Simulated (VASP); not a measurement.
Data:

```xyz
2
Lattice="4.1658 -2.2750 0.0000 4.1658 2.2750 0.0000 2.9234 0.0000 3.7394" Properties=species:S:1:pos:R:3 pbc="T T T"
Bi     2.6337     0.0000     0.8750
Bi     8.6214     0.0000     2.8644
```

Computed with PBE GGA, VASP's PBE PAW potentials (set 64) (plane waves; VASP). Numerical set-up: 400 eV cut-off, 9×9×9 Γ-centred mesh, first-order Methfessel-Paxton smearing of 0.10 eV, potentials Bi_d.

Q: Which forces act on the atoms, in eV/Å?

A: 
```csv
atom,Fx,Fy,Fz
Bi1,0.163,0.000,0.054
Bi2,-0.163,0.000,-0.054
```

Q: Give the stress tensor in GPa (positive for a compressed cell).

A: 
```
1.57  0.00  0.01
0.00  1.53  0.00
0.01  0.00  1.54
```
The pressure is its mean diagonal, 1.54 GPa.

The compound is Bi in the a7 structure. The cell was not relaxed at this level.
